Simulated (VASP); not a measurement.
Runs of VASP 6.6.1 on TiN. The structure is cubic, space group Fm-3m (No. 225). Conventional cell: a = 4.241 Å, b = 4.241 Å, c = 4.241 Å, α = 90.00°, β = 90.00°, γ = 90.00°. Ti (site symmetry m-3m) has 6 N at 2.12 Å as nearest neighbours. N (site symmetry m-3m) has 6 Ti at 2.12 Å as nearest neighbours. The cell is a database's computed one.

| task | level | potentials or basis | cell | k mesh | cutoff (eV) | mesh quality | gap on the mesh (eV) | pressure (GPa) | relaxed volume (Å³/atom) |
| --- | --- | --- | --- | --- | --- | --- | --- | --- | --- |
| relaxation of cell and atoms | LDA | VASP PAW LDA potentials, release 64 (Ti_sv, N) | relaxed | 18 × 18 × 18 | 600 | not flagged | none | 0.0 | 9.10 |
| relaxation of cell and atoms | PBEsol | VASP PAW PBE potentials, release 64 (Ti_sv, N) | relaxed | 6 × 6 × 6 | 600 | coarse | none | 0.1 | 9.29 |
| single point | PBEsol | VASP PAW PBE potentials, release 64 (Ti_sv, N) | as given | 18 × 18 × 18 | 520 | not flagged | none | (a) | - |
| relaxation of cell and atoms | RPBE | VASP PAW PBE potentials, release 64 (Ti_sv, N) | relaxed | 18 × 18 × 18 | 600 | not flagged | none | 0.0 | 9.78 |
| relaxation of cell and atoms | PBEsol | VASP PAW PBE potentials, release 64 (Ti_sv, N_s) | relaxed | 18 × 18 × 18 | 480 | not flagged | none | -0.1 | 9.30 |
| relaxation of cell and atoms | PBEsol | VASP PAW PBE potentials, release 64 (Ti, N) | relaxed | 18 × 18 × 18 | 580 | not flagged | none | 0.0 | (b) |
| relaxation of cell and atoms | PBEsol | VASP PAW PBE potentials, release 64 (Ti_sv, N) | relaxed | 18 × 18 × 18 | 600 | not flagged | none | -0.1 | 9.30 |

Alike in all rows: no spin polarisation; smearing gaussian 0.1 eV.

Question: Estimate the missing entries.

Answer: (a) -7.1; (b) 9.38.

Caveats: some runs use coarse meshes; the PAW data sets were made with another functional, which shifts forces and pressure a little (some runs).

A gap of «none» marks a metal or a gap under the smearing width.

The runs don't all hold the same shells in valence.

Runs at the PBE level aren't shown here.
